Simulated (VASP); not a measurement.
```xyz
3
Lattice="1.5718 -2.7225 0.0000 1.5718 2.7225 0.0000 0.0000 0.0000 3.5153" Properties=species:S:1:pos:R:3 pbc="T T T"
Zr     0.0000     0.0000     0.0000
B      1.5718     0.9075     1.7576
B      1.5718    -0.9075     1.7576
```

Computed with PBE GGA with D3 dispersion (Becke-Johnson damping), VASP's PBE PAW potentials (set 64) (plane waves; VASP). Settings: 520 eV cut-off, Gaussian smearing of 0.050 eV, potentials Zr_sv B.

Q: What does the run give for the band gap (along the path) with the smallest direct gap where there is one?

A: 
The band gap (along the path) comes out as none (metal, semimetal or under 0.01 eV).

Total energies compare only between runs with the same potentials, cut-off and functional.

The compound is ZrB2 in the AlB2 type structure. It was relaxed first.
